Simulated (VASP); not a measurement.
# A VASP study of ZrTa (PBE + D3(BJ)): structure first, properties next, part 2 of 4

What structure does ZrTa take at this level, and what are its properties? The cell is invented: it takes the structure of COD entry 1527321, ZrRu (space group 221 there), with some of its atoms replaced by other elements, volume scaled by an estimate. It may not be a known or stable phase.

VASP 6.6.1, plane waves and PAW; the level of theory is named at each step.

Still holding for the runs below: This run has no spin polarisation. Its electron count is odd, so without a moment it is a metal by construction. The k-mesh is coarse for a metal.

So far. Step 3 (Rough relaxation of the start cell): It ends with forces that vanish by symmetry and a pressure of -0.04 GPa.

## 4. Full relaxation (PBE + D3(BJ))

Level of this step: PBE with D3(BJ); plane waves and PAW (Ta_pv, Zr_sv); invented cell (VASP).

Properties are meant for the cell that this level of theory prefers, so cell and atoms are relaxed first (ISIF = 3) until forces and stress are small; EDIFFG sets the threshold.

The input, INCAR:

```
SYSTEM = ZrTa
PREC = Accurate
ENCUT = 400
EDIFF = 1E-06
NELM = 100
ISMEAR = 1
SIGMA = 0.2
LREAL = .FALSE.
ALGO = Normal
GGA = PE
IVDW = 12
NBANDS = 17
LORBIT = 11
LWAVE = .FALSE.
LCHARG = .FALSE.
IBRION = 2
NSW = 60
ISIF = 3
EDIFFG = -0.01
```

The input, POSCAR:

```
ZrTa
1.0
    3.3820481932      0.0000000000      0.0000000000
    0.0000000000      3.3820481932      0.0000000000
    0.0000000000      0.0000000000      3.3820481932
Ta Zr
1 1
Direct
    0.0000000000      0.0000000000      0.0000000000
    0.5000000000      0.5000000000      0.5000000000
```

The input, KPOINTS:

```
Automatic mesh
0
Gamma
7 7 7
0 0 0
```

PAW data sets: Ta_pv and Zr_sv (PBE family, release 64).

The run is started by

```
mpirun -np 1 vasp_std
```

What it wrote:

```text
[... set-up lines as in an earlier step ...]
 entering main loop
       N       E                     dE             d eps       ncg     rms          rms(c)
DAV:   1     0.169086563978E+03    0.16909E+03   -0.11151E+04   680   0.110E+03
DAV:   2    -0.125131476340E+02   -0.18160E+03   -0.17911E+03   847   0.353E+02
DAV:   3    -0.203654690079E+02   -0.78523E+01   -0.78025E+01  1177   0.587E+01
DAV:   4    -0.205932520668E+02   -0.22778E+00   -0.22745E+00   835   0.735E+00
DAV:   5    -0.205978059360E+02   -0.45539E-02   -0.45525E-02  1033   0.879E-01    0.189E+01
DAV:   6    -0.200136397073E+02    0.58417E+00   -0.94172E-01   735   0.792E+00    0.861E+00
DAV:   7    -0.198753972316E+02    0.13824E+00   -0.56449E-01   800   0.603E+00    0.111E+00
DAV:   8    -0.198749265601E+02    0.47067E-03   -0.39104E-02   906   0.118E+00    0.706E-01
DAV:   9    -0.198757030901E+02   -0.77653E-03   -0.90235E-03   702   0.918E-01    0.139E-01
DAV:  10    -0.198755657645E+02    0.13733E-03   -0.41157E-04   810   0.190E-01    0.344E-02
DAV:  11    -0.198755676591E+02   -0.18946E-05   -0.34406E-05   982   0.490E-02    0.110E-02
DAV:  12    -0.198755681223E+02   -0.46322E-06   -0.50765E-06   805   0.164E-02
   1 F= -.21130955E+02 E0= -.21129652E+02  d E =-.211310E+02
 curvature:   0.00 expect dE= 0.000E+00 dE for cont linesearch  0.000E+00
 trial: gam= 0.00000 g(F)=  0.000E+00 g(S)=  0.195E-01 ort = 0.000E+00 (trialstep = 0.100E+01)
 search vector abs. value=  0.195E-01
 bond charge predicted
       N       E                     dE             d eps       ncg     rms          rms(c)
DAV:   1    -0.201289859351E+02   -0.25342E+00   -0.73287E+00   680   0.284E+01    0.460E+00
DAV:   2    -0.199585661825E+02    0.17042E+00   -0.56145E-01   800   0.643E+00    0.163E+00
DAV:   3    -0.199133493309E+02    0.45217E-01   -0.22538E-01   904   0.361E+00    0.890E-01
DAV:   4    -0.199161166321E+02   -0.27673E-02   -0.17088E-02   817   0.653E-01    0.472E-01
DAV:   5    -0.199181755778E+02   -0.20589E-02   -0.17477E-03  1063   0.185E-01    0.275E-01
DAV:   6    -0.199194397767E+02   -0.12642E-02   -0.27588E-03  1028   0.284E-01    0.517E-02
DAV:   7    -0.199194486718E+02   -0.88951E-05   -0.41196E-05   765   0.565E-02    0.103E-02
DAV:   8    -0.199194480012E+02    0.67060E-06   -0.37025E-06   718   0.156E-02
   2 F= -.21126771E+02 E0= -.21124346E+02  d E =0.418411E-02
 trial-energy change:    0.004184  1 .order    0.004036   -0.019492    0.027565
 step:   0.4097(harm=  0.4142)  dis= 0.00000  next Energy=   -21.134937 (dE=-0.398E-02)
 bond charge predicted
       N       E                     dE             d eps       ncg     rms          rms(c)
DAV:   1    -0.199743269557E+02   -0.54878E-01   -0.25501E+00   680   0.165E+01    0.285E+00
DAV:   2    -0.199121413873E+02    0.62186E-01   -0.18249E-01   792   0.373E+00    0.935E-01
DAV:   3    -0.198971597196E+02    0.14982E-01   -0.80283E-02   933   0.214E+00    0.565E-01
DAV:   4    -0.198982708449E+02   -0.11111E-02   -0.58178E-03   822   0.386E-01    0.292E-01
DAV:   5    -0.198990638545E+02   -0.79301E-03   -0.67578E-04  1067   0.123E-01    0.157E-01
DAV:   6    -0.198994964387E+02   -0.43258E-03   -0.91367E-04  1015   0.170E-01    0.288E-02
DAV:   7    -0.198995024645E+02   -0.60258E-05   -0.17297E-05   752   0.365E-02    0.325E-03
DAV:   8    -0.198995033095E+02   -0.84499E-06   -0.10349E-06   500   0.858E-03
   3 F= -.21134910E+02 E0= -.21133186E+02  d E =-.395533E-02
 curvature:  -0.21 expect dE=-0.775E-08 dE for cont linesearch -0.775E-08
 trial: gam= 0.00000 g(F)=  0.220E-68 g(S)=  0.374E-07 ort =-0.270E-04 (trialstep = 0.882E+00)
 search vector abs. value=  0.375E-07
 reached required accuracy - stopping structural energy minimisation
```

Elapsed: 6.8 s, on 1 MPI rank of Intel Xeon 6975P-C (Granite Rapids), shared host; peak memory 0.15 GiB.

OUTCAR, selected parts (step 4):

```text
  LATTYP: Found a simple cubic cell.
 ALAT       =     3.3820481932

The static configuration has the point symmetry O_h .

 Found     20 irreducible k-points:

   k-points           NKPTS =     20   k-points in BZ     NKDIM =     20   number of bands    NBANDS=     17

   ENCUT  =  400.0 eV  29.40 Ry    5.42 a.u.   5.52  5.52  5.52*2*pi/ulx,y,z

   NELECT =      23.0000    total number of electrons

 Edisp (eV)   -1.20732

 E-fermi :   7.7333

 k-point     1 :       0.0000    0.0000    0.0000
  band No.  band energies     occupation
    ...
      6     -18.0085      2.00000
      7     -18.0085      2.00000
      8       1.0970      2.00000
      9       4.4348      2.00000
     10       4.4348      2.00000
     11       8.6854     -0.00000
     12       8.6854     -0.00000
     13       8.6854     -0.00000
     14      11.7191     -0.00000
     15      11.7191     -0.00000
    ...

 k-point     2 :       0.1429    0.0000    0.0000
  band No.  band energies     occupation
    ...
      6     -18.0100      2.00000
      7     -18.0100      2.00000
      8       1.5111      2.00000
      9       4.6573      2.00000
     10       4.7557      2.00000
     11       8.6258     -0.00000
     12       8.6258     -0.00000
     13       8.8739     -0.00000
     14      11.0368     -0.00000
     15      11.9497      0.00000
    ...

 Edisp (eV)   -1.23541

  Total      -0.00072    -0.00072    -0.00072    -0.00000    -0.00000    -0.00000
  in kB      -0.02932    -0.02932    -0.02932    -0.00000    -0.00000    -0.00000
  external pressure =       -0.03 kB  Pullay stress =        0.00 kB

  energy-cutoff  :      400.00
  volume of cell :       39.28
      direct lattice vectors                 reciprocal lattice vectors
     3.399393326 -0.000000000  0.000000000     0.294170137  0.000000000  0.000000000
     0.000000000  3.399393326 -0.000000000     0.000000000  0.294170137  0.000000000
    -0.000000000  0.000000000  3.399393326    -0.000000000  0.000000000  0.294170137

 POSITION                                       TOTAL-FORCE (eV/Angst)
 -----------------------------------------------------------------------------------
      0.00000      0.00000      0.00000         0.000000      0.000000      0.000000
      1.69970      1.69970      1.69970        -0.000000      0.000000      0.000000
 -----------------------------------------------------------------------------------
    total drift:                                0.000000      0.000000     -0.000000

  FREE ENERGIE OF THE ION-ELECTRON SYSTEM (eV)
  ---------------------------------------------------
  free  energy   TOTEN  =       -21.1349101939 eV

  energy  without entropy=      -21.1297371488  energy(sigma->0) =      -21.13318585

 total charge
# of ion       s       p       d       tot
------------------------------------------
    1        0.383   6.110   2.377   8.869
    2        2.232   5.980   1.788   9.999
--------------------------------------------------
tot          2.614  12.089   4.165  18.868

[... 3 parts as in an earlier step ...]

[... 7 further parts left out ...]
```

Relaxation path:

```
step  energy less that of the first step (eV)  largest force (eV/Å)  pressure (GPa)  volume (Å³)
   1                                   0.0000                0.0000            2.15        38.68
   2                                   0.0042                0.0000           -2.93        40.16
   3                                  -0.0040                0.0000            0.00        39.28
```

```
conventional cell, symmetrised  before  after  change
                         a (Å)   3.382  3.399  +0.5 %
                         b (Å)   3.382  3.399  +0.5 %
                         c (Å)   3.382  3.399  +0.5 %
              volume (Å³/atom)   19.34  19.64  +1.5 %
```

Final coordinates:

```cif
data_structure
_symmetry_space_group_name_H-M 'P 1'
_symmetry_Int_Tables_number 1
_cell_length_a 3.3994
_cell_length_b 3.3994
_cell_length_c 3.3994
_cell_angle_alpha 90.000
_cell_angle_beta 90.000
_cell_angle_gamma 90.000
_cell_volume 39.28
loop_
_atom_site_label
_atom_site_type_symbol
_atom_site_fract_x
_atom_site_fract_y
_atom_site_fract_z
_atom_site_occupancy
Ta1 Ta 0.00000 0.00000 0.00000 1
Zr2 Zr 0.50000 0.50000 0.50000 1
```

This step gave:

```yaml
irreducible_k_points: 20
fermi_energy: 7.733 eV
pressure: -0.002932 GPa
scf_cycles_over_all_ionic_steps: 28
```

It ends with forces that vanish by symmetry and a pressure of 0.00 GPa.

## 5. Second relaxation

A relaxation keeps the plane waves of the cell it began with, so it is repeated from the new cell, on a basis made for it.

INCAR is that of step 4.

The input, POSCAR:

```
ZrTa
1.0
    3.3993933262      0.0000000000      0.0000000000
    0.0000000000      3.3993933262      0.0000000000
    0.0000000000      0.0000000000      3.3993933262
Ta Zr
1 1
Direct
    0.0000000000      0.0000000000      0.0000000000
    0.5000000000      0.5000000000      0.5000000000
```

KPOINTS is that of step 4.

The run is started by

```
mpirun -np 1 vasp_std
```

What it wrote:

```text
[... set-up lines as in an earlier step ...]
 entering main loop
       N       E                     dE             d eps       ncg     rms          rms(c)
DAV:   1     0.166344837816E+03    0.16634E+03   -0.10993E+04   680   0.111E+03
DAV:   2    -0.122825627844E+02   -0.17863E+03   -0.17629E+03   839   0.350E+02
DAV:   3    -0.203909573736E+02   -0.81084E+01   -0.79718E+01  1135   0.604E+01
DAV:   4    -0.206403564325E+02   -0.24940E+00   -0.24923E+00   862   0.774E+00
DAV:   5    -0.206445674551E+02   -0.42110E-02   -0.42106E-02   958   0.862E-01    0.183E+01
DAV:   6    -0.200423621726E+02    0.60221E+00   -0.98457E-01   737   0.801E+00    0.828E+00
DAV:   7    -0.199007370373E+02    0.14163E+00   -0.58042E-01   837   0.603E+00    0.112E+00
DAV:   8    -0.198996714386E+02    0.10656E-02   -0.38191E-02   931   0.118E+00    0.699E-01
DAV:   9    -0.199004278010E+02   -0.75636E-03   -0.90605E-03   710   0.916E-01    0.136E-01
DAV:  10    -0.199002673719E+02    0.16043E-03   -0.48661E-04   826   0.194E-01    0.350E-02
DAV:  11    -0.199002692525E+02   -0.18806E-05   -0.33005E-05   952   0.496E-02    0.109E-02
DAV:  12    -0.199002699484E+02   -0.69594E-06   -0.30510E-06   778   0.139E-02
   1 F= -.21135677E+02 E0= -.21133953E+02  d E =-.211357E+02
 curvature:   0.00 expect dE= 0.000E+00 dE for cont linesearch  0.000E+00
 trial: gam= 0.00000 g(F)=  0.000E+00 g(S)=  0.126E-06 ort = 0.000E+00 (trialstep = 0.100E+01)
 search vector abs. value=  0.126E-06
 reached required accuracy - stopping structural energy minimisation
```

Wall time 3.2 s (1 MPI rank); peak memory 0.15 GiB.

OUTCAR, selected parts (step 5):

```text
   ENCUT  =  400.0 eV  29.40 Ry    5.42 a.u.   5.54  5.54  5.54*2*pi/ulx,y,z

   NELECT =      23.0000    total number of electrons

 E-fermi :   7.7333

 k-point     1 :       0.0000    0.0000    0.0000
  band No.  band energies     occupation
    ...
      6     -18.0084      2.00000
      7     -18.0084      2.00000
      8       1.0967      2.00000
      9       4.4348      2.00000
     10       4.4348      2.00000
     11       8.6854     -0.00000
     12       8.6854     -0.00000
     13       8.6854     -0.00000
     14      11.7191     -0.00000
     15      11.7191     -0.00000
    ...

 Edisp (eV)   -1.23541

  Total       0.00132     0.00132     0.00132    -0.00000    -0.00000     0.00000
  in kB       0.05390     0.05390     0.05390    -0.00000    -0.00000     0.00000
  external pressure =        0.05 kB  Pullay stress =        0.00 kB

 POSITION                                       TOTAL-FORCE (eV/Angst)
 -----------------------------------------------------------------------------------
      0.00000      0.00000      0.00000         0.000000      0.000000      0.000000
      1.69970      1.69970      1.69970         0.000000      0.000000      0.000000
 -----------------------------------------------------------------------------------
    total drift:                                0.000000      0.000000     -0.000000

  FREE ENERGIE OF THE ION-ELECTRON SYSTEM (eV)
  ---------------------------------------------------
  free  energy   TOTEN  =       -21.1356768328 eV

  energy  without entropy=      -21.1305039434  energy(sigma->0) =      -21.13395254

[... 5 parts as in an earlier step ...]

[... 12 further parts left out ...]
```

Little changed from the start: no atom moved by 0.005 Å and no cell edge by 0.1 %.

Numbers from this step:

| Quantity | Value |
| --- | --- |
| free energy (TOTEN) | -21.14 eV |
| pressure | 0.005390 GPa |
| SCF cycles over all ionic steps | 12 |

It ends with forces that vanish by symmetry and a pressure of 0.01 GPa. The volume moved by under 0.01 %: the run met its threshold at the first step.

## 6. Density, ELF and potential (PBE + D3(BJ))

The relaxed cell gets a fresh self-consistent run, on a basis set for its own volume, to fix the density and to check the remaining stress.

INCAR: that of step 5 with these lines changed.

```diff
@@ -14,6 +14,5 @@
 LWAVE = .FALSE.
-LCHARG = .FALSE.
-IBRION = 2
-NSW = 60
-ISIF = 3
-EDIFFG = -0.01
+LCHARG = .TRUE.
+ISIF = 2
+LELF = .TRUE.
+LVHAR = .TRUE.
```

POSCAR is that of step 5.

KPOINTS is that of step 5.

The run is started by

```
mpirun -np 1 vasp_std
```

What it wrote:

```text
[... set-up lines as in an earlier step ...]
 entering main loop
       N       E                     dE             d eps       ncg     rms          rms(c)
[... 12 cycles as in an earlier step ...]
   1 F= -.21135677E+02 E0= -.21133953E+02  d E =-.517289E-02
```

Wall time 3.4 s (1 MPI rank); peak memory 0.15 GiB.

From OUTCAR (step 6):

```text
   NELECT =      23.0000    total number of electrons

 E-fermi :   7.7333

 Edisp (eV)   -1.23541

[... 20 parts as in an earlier step ...]

[... 2 further parts left out ...]
```

Numbers from this step:

```yaml
scf_cycles: 12
```

Valence electrons inside each PAW sphere by angular momentum. Sphere charges, by row:

```
atom  s (e)  p (e)  d (e)  tot (e)
 Ta1  0.383   6.11  2.377    8.869
 Zr2  2.232   5.98  1.788    9.999
```

Electrostatic potential energy in the ac plane at fractional y = 0.000, with atoms of Ta within 0.2 Å of it. With pseudopotentials it is smooth inside the atoms' cores, unlike the true potential.

Values in eV, 14 rows by 14 columns, each cell a mean:
```
-23 -23 -20 -15 -10  -3   1   2   0  -5 -11 -16 -20 -23
-21 -20 -17 -13  -8  -2   1   2   1  -3  -9 -14 -18 -20
-17 -16 -13 -10  -5  -1   1   2   1  -1  -6 -11 -14 -16
-12 -11  -9  -5  -2   1   2   2   2   0  -2  -6  -9 -11
 -5  -5  -3  -1   0   1   1   2   1   1   0  -1  -3  -5
  0   0   1   1   2   1   1   1   1   1   2   1   1   0
  2   2   2   2   2   2   1   1   1   2   2   2   2   2
  0   1   1   1   2   1   1   1   1   1   2   1   1   1
 -4  -3  -2   0   1   1   1   2   1   1   1  -1  -2  -3
-11 -10  -8  -4  -1   1   2   2   2   0  -2  -5  -8 -10
-16 -15 -13 -10  -4   0   1   2   1  -1  -5 -10 -13 -15
-21 -19 -16 -13  -8  -2   1   2   1  -3  -9 -13 -17 -20
-23 -22 -19 -15 -10  -3   1   2   0  -5 -11 -16 -20 -23
-23 -23 -21 -16 -11  -4   0   2   0  -5 -12 -17 -21 -23
```
Columns run along a (3.4 Å; values clipped at the 3rd and 97th percentile), rows up along c (3.4 Å). Atoms in or near the plane, at fractional coordinates: Ta at (0.00, 0.00).

Valence density in the ac plane at fractional y = 0.000, with atoms of Ta within 0.2 Å of it. It is the smooth field of the valence electrons, not physical close to the nuclei.

Values in e/Å³, 14 rows by 14 columns, each cell a mean:
```
4.0 3.6 2.7 1.4 0.5 0.3 0.2 0.2 0.2 0.3 0.7 1.6 2.8 3.8
3.1 2.7 1.9 1.0 0.4 0.3 0.2 0.2 0.2 0.3 0.5 1.1 2.0 2.8
1.8 1.5 1.0 0.6 0.3 0.2 0.2 0.2 0.2 0.2 0.3 0.6 1.1 1.6
0.7 0.6 0.5 0.3 0.3 0.2 0.2 0.2 0.2 0.2 0.3 0.3 0.5 0.7
0.3 0.3 0.3 0.2 0.2 0.2 0.2 0.2 0.2 0.2 0.2 0.2 0.3 0.3
0.2 0.2 0.2 0.2 0.2 0.2 0.2 0.2 0.2 0.2 0.2 0.2 0.2 0.2
0.2 0.2 0.2 0.2 0.2 0.2 0.2 0.2 0.2 0.2 0.2 0.2 0.2 0.2
0.2 0.2 0.2 0.2 0.2 0.2 0.2 0.2 0.2 0.2 0.2 0.2 0.2 0.2
0.3 0.3 0.3 0.2 0.2 0.2 0.2 0.2 0.2 0.2 0.2 0.2 0.3 0.3
0.6 0.5 0.4 0.3 0.2 0.2 0.2 0.2 0.2 0.2 0.3 0.3 0.4 0.5
1.6 1.3 0.9 0.5 0.3 0.2 0.2 0.2 0.2 0.2 0.3 0.6 1.0 1.4
2.9 2.6 1.8 0.9 0.4 0.3 0.2 0.2 0.2 0.3 0.5 1.0 1.9 2.7
3.9 3.5 2.6 1.3 0.5 0.3 0.2 0.2 0.2 0.3 0.6 1.5 2.7 3.6
4.3 3.9 2.9 1.6 0.6 0.3 0.2 0.2 0.2 0.3 0.7 1.8 3.1 4.0
```
Columns run along a (3.4 Å), rows up along c (3.4 Å). Atoms in or near the plane, at fractional coordinates: Ta at (0.00, 0.00).

ELF in the ac plane at fractional y = 0.000, with atoms of Ta within 0.2 Å of it. It is the smooth field of the valence electrons, not physical close to the nuclei.

Ten even steps from '0' (0.00) to '9' (0.54):
```
00377436886347730
13687447997447863
67885458998545887
77754469999644577
44444689999864444
33456888778886543
56789987667899876
88999976556799998
88999976556799998
56789987667899876
33456888778886543
44444689999864444
77754469999644577
67885458998545887
13687447997447863
00377436886347730
00167435885347610
```
Columns run along a (3.4 Å), rows up along c (3.4 Å). Atoms in or near the plane, at fractional coordinates: Ta at (0.00, 0.00).

In this run the pressure is 0.01 GPa, small enough to go on; single stress components reach 0.01 GPa.

[end of part 2 of 4]

[Lines on the potential files, build, host, timing and source positions are cut from VASP's logs without a mark.]

[Logs are printed without paths, hosts, clocks, repeated set-up lines and the standing remarks that a program may print on its own settings, such as how far it seeks lower states.]

[Hosts, paths, dates, database ids (printed as entryN), source tags and the programs' standing remarks are cut or masked in the printed files.]

[A measured line is paired with the nearest computed mode of its activity, which favours agreement.]

[In band tables of VASP the shares of atoms and orbitals are scaled to a sum of 1 inside the atoms' spheres.]
